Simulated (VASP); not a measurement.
Given:

```xyz
1
Lattice="0.0000 1.7468 1.7468 1.7468 0.0000 1.7468 1.7468 1.7468 0.0000" Properties=species:S:1:pos:R:3 pbc="T T T"
Ni     0.0000     0.0000     0.0000
```
Starting moments (μB, in the order of the record's atoms Ni): 0.8.

Computed with r2SCAN meta-GGA, VASP's PBE PAW potentials (set 64) (plane waves; VASP). Settings: 480 eV cut-off, 16×16×16 Γ-centred mesh, first-order Methfessel-Paxton smearing of 0.10 eV, potentials Ni.

**Question.** Give the stress tensor in GPa (positive for a compressed cell).

**Answer.** 
```
-2.31   0.00   0.00
 0.00  -2.31   0.00
 0.00   0.00  -2.31
```
The pressure is its mean diagonal, -2.31 GPa.

The compound is Ni in the fcc structure. This cell was strained or had an atom moved on purpose.
